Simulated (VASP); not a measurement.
Computed with RPBE GGA, VASP's PBE PAW potentials (set 64) (plane waves; VASP). For the first row: Run with 520 eV cut-off, 6×6×6 Γ-centred mesh, Gaussian smearing of 0.050 eV, potentials K_sv Mg F.

| system | energy (eV/atom) |
|---|---|
| KMgF$_{3}$ (cubic perovskite) | -4.6478 |
| K atom | -0.1422 |
| Mg atom | -0.0029 |
| F atom | -0.7426 |

Atoms are spin-polarised in a large box without symmetry, with the spin fixed by Hund's rule, and may not be in the lowest state of each functional; no zero-point energy is added.

**Question.** What is the cohesive energy per atom of KMgF3?

**Answer.** The references average (1×(-0.1422) + 1×(-0.0029) + 3×(-0.7426))/5 = -0.4746 eV, so the cohesive energy is -0.4746 − (-4.6478) = 4.173 eV/atom.
